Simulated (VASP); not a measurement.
These are PBE GGA with D3 dispersion (zero damping), VASP's PBE PAW potentials (set 64) (plane waves; VASP) values and carry that method's errors.

Input for VASP

### INCAR
```
ISMEAR = -5   ! tetrahedra, Bloechl
LREAL = .FALSE.   ! projection in real space or not
SYSTEM = Si
ALGO = Normal   ! blocked Davidson
LCHARG = .TRUE.
IVDW = 11
LASPH = .TRUE.
LWAVE = .FALSE.
NEDOS = 601   ! DOS grid
GGA = PE   ! PBE
PREC = Accurate
ENCUT = 520
LORBIT = 11   ! lm-projected
NELM = 100
ISIF = 2
EDIFF = 1E-7   ! SCF stop (eV)
```

**POSCAR**
```
Si
1.0
  0.0000000000   2.7265933262   2.7265933262
  2.7265933262   0.0000000000   2.7265933262
  2.7265933262   2.7265933262   0.0000000000
Si
2
direct
  0.0000000000   0.0000000000   0.0000000000
  0.2500000000   0.2500000000   0.2500000000
```

### KPOINTS
```
Automatic mesh
0
Gamma
9 9 9
0 0 0
```

POTCAR, in this order: Si (PBE.64 set). Program: vasp_std.

Output

File OUTCAR:
```
 ion  position               nearest neighbor table
   1  0.000  0.000  0.000-   2 2.36   2 2.36   2 2.36   2 2.36
   2  0.250  0.250  0.250-   1 2.36   1 2.36   1 2.36   1 2.36
  LATTYP: Found a face centered cubic cell.
 ALAT       =     5.4531866524
 Subroutine PRICEL returns:
 Original cell was already a primitive cell.
 Subroutine GETGRP returns: Found 48 space group operations
The static configuration has the point symmetry T_d .
 The point group associated with its full space group is O_h .
The dynamic configuration has the point symmetry T_d .
 Subroutine INISYM returns: Found 48 space group operations
 Subroutine IBZKPT returns following result:
 Found     35 irreducible k-points:

 Following reciprocal coordinates:
            Coordinates               Weight
  0.000000  0.000000  0.000000      1.000000
  0.111111  0.000000  0.000000      8.000000
  0.222222  0.000000  0.000000      8.000000
  0.333333  0.000000  0.000000      8.000000
  0.444444  0.000000  0.000000      8.000000
  0.111111  0.111111  0.000000      6.000000
  0.222222  0.111111  0.000000     24.000000
  0.333333  0.111111  0.000000     24.000000
  0.444444  0.111111  0.000000     24.000000
 -0.444444  0.111111  0.000000     24.000000
 -0.333333  0.111111  0.000000     24.000000
 -0.222222  0.111111  0.000000     24.000000
 -0.111111  0.111111  0.000000     12.000000
  0.222222  0.222222  0.000000      6.000000
  0.333333  0.222222  0.000000     24.000000
  0.444444  0.222222  0.000000     24.000000
 -0.444444  0.222222  0.000000     24.000000
 -0.333333  0.222222  0.000000     24.000000
 -0.222222  0.222222  0.000000     12.000000
  0.333333  0.333333  0.000000      6.000000
  0.444444  0.333333  0.000000     24.000000
 -0.444444  0.333333  0.000000     24.000000
 -0.333333  0.333333  0.000000     12.000000
...
```

**OSZICAR**
```
       N       E                     dE             d eps       ncg     rms          rms(c)
DAV:   1     0.846792127714E+01    0.84679E+01   -0.34276E+03   560   0.783E+02
DAV:   2    -0.107677907878E+02   -0.19236E+02   -0.18969E+02   864   0.834E+01
DAV:   3    -0.110192197951E+02   -0.25143E+00   -0.25143E+00   664   0.122E+01
DAV:   4    -0.110206836206E+02   -0.14638E-02   -0.14638E-02   888   0.109E+00
DAV:   5    -0.110206843816E+02   -0.76102E-06   -0.76102E-06   712   0.254E-02    0.480E+00
DAV:   6    -0.109010846129E+02    0.11960E+00   -0.78553E-02   664   0.147E+00    0.294E+00
DAV:   7    -0.108461306850E+02    0.54954E-01   -0.14995E-01   720   0.216E+00    0.180E-01
DAV:   8    -0.108472220564E+02   -0.10914E-02   -0.38972E-03   616   0.473E-01    0.742E-02
DAV:   9    -0.108474154613E+02   -0.19340E-03   -0.19128E-04   840   0.109E-01    0.565E-02
DAV:  10    -0.108474419461E+02   -0.26485E-04   -0.32111E-05   632   0.424E-02    0.973E-03
DAV:  11    -0.108474416240E+02    0.32211E-06   -0.53395E-07   928   0.518E-03    0.226E-03
DAV:  12    -0.108474419648E+02   -0.34081E-06   -0.59564E-07   616   0.617E-03    0.108E-03
DAV:  13    -0.108474419800E+02   -0.15197E-07   -0.19997E-09   464   0.414E-04
   1 F= -.11140327E+02 E0= -.11140327E+02  d E =0.000000E+00
```

File OUTCAR:
```
------------------------ aborting loop because EDIFF is reached ----------------------------------------
 Edisp (eV)   -0.29289
  FORCE on cell =-STRESS in cart. coord.  units (eV):
  Direction    XX          YY          ZZ          XY          YZ          ZX
  --------------------------------------------------------------------------------------
  Total       0.00088     0.00088     0.00088     0.00000     0.00000    -0.00000
  in kB       0.03463     0.03463     0.03463     0.00000     0.00000    -0.00000
  external pressure =        0.03 kB  Pullay stress =        0.00 kB
  volume of cell :       40.54
      direct lattice vectors                 reciprocal lattice vectors
     0.000000000  2.726593326  2.726593326    -0.183379016  0.183379016  0.183379016
     2.726593326  0.000000000  2.726593326     0.183379016 -0.183379016  0.183379016
     2.726593326  2.726593326  0.000000000     0.183379016  0.183379016 -0.183379016
 POSITION                                       TOTAL-FORCE (eV/Angst)
 -----------------------------------------------------------------------------------
      0.00000      0.00000      0.00000        -0.000000     -0.000000     -0.000000
      1.36330      1.36330      1.36330         0.000000      0.000000      0.000000
 -----------------------------------------------------------------------------------
    total drift:                               -0.000000     -0.000000     -0.000000
  FREE ENERGIE OF THE ION-ELECTRON SYSTEM (eV)
  ---------------------------------------------------
  free  energy   TOTEN  =       -11.1403272205 eV

  energy  without entropy=      -11.1403272205  energy(sigma->0) =      -11.14032722

 total charge

# of ion       s       p       d       tot
------------------------------------------
    1        0.751   0.934   0.000   1.685
    2        0.751   0.934   0.000   1.685
--------------------------------------------------
tot          1.501   1.868   0.000   3.369
```
(Selected blocks of OUTCAR.)

The compound is Si in the diamond structure. It was relaxed first.
